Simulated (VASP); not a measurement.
TiC: energy against volume

TiC (rock salt, Fm-3m, 10.178 Å³/atom and stress up to 0.10 GPa in the relaxed cell, cube axes along x, y and z) under an equal strain ε along all three axes. PBE in VASP (plane waves, PAW), 600 eV, 18×18×18 Γ-centred mesh, Methfessel-Paxton smearing 0.10 eV; ions are relaxed, or left where forces stay under 0.02 eV/Å, within the symmetry of each cell.

Here V stands for volume and E for E less E0.

```csv
volume (Å³/atom),E less E0 (meV/atom),pressure (GPa)
9.5790,30.61,16.92
9.7264,17.03,12.26
9.8752,7.52,7.87
10.0256,1.90,3.76
10.1775,0.00,-0.10
10.3309,1.66,-3.72
10.4859,6.73,-7.10
10.6424,15.04,-10.29
10.8005,26.45,-13.27
11.1212,?,?
```

Question: Using the third-order Birch-Murnaghan form, a cubic in V^(-2/3), estimate the missing E at V = 11.1212 from the other rows, showing the fit.

Answer: With u = V^(-2/3) - 0.213, the rows have u = 0.008711, 0.006465, 0.004255, 0.002077, -0.000069, -0.002182, -0.004265, -0.006316, -0.008338. Least squares gives E = 0.008 + 96.71·u + 392101·u² + 13885·u³. Residuals (row less fit): -0.003, 0.005, 0.000, 0.000, -0.003, -0.004, 0.003, 0.005, -0.003; standard error 0.004 (degrees of freedom: 5). Its minimum lies at u = -0.000123, so V0 = (0.212877)^(-3/2) = 10.18. There d²E/du² = 784200 and d³E/du³ = 83310, so B0 = (4/9) × 10.18^(-7/3) × 784200 × 0.160218 = 249 GPa (the last factor turns the table's units into GPa), and B0' = 4 + (2/3) × 0.212877 × (83310)/784200 = 4.0. B0' rests on the cubic coefficient alone and has a standard error of 0.1 from these residuals. At the withheld row, u = -0.012292, so E = 0.008 + 96.71 × (-0.012292) + 392101 × (-0.012292)² + 13885 × (-0.012292)³ = 58.037 meV/atom. The calculation gives 58.05 meV/atom, 0.013 meV/atom above the prediction (0.0 % of the range of E in the table). The row lies outside the fitted rows, so this is an extrapolation. The scatter of the fitted rows lies at the last printed digit.

In a metal these values are sensitive to mesh and smearing; energies are taken to zero smearing, stresses follow the free energy. The runs aren't spin-polarised. Other structures, which can take over under pressure, weren't tried. The same form fitted to the pressure column gives B0' = 3.9; series where the two differ by over 0.4 aren't shown. Rows are the converged runs of the series near zero and its far end, less any whose ions stayed unrelaxed beside relaxed ones; series whose fitted rows scatter by over a few per cent of the range, as at a crossing or softening among them, aren't shown in this form.
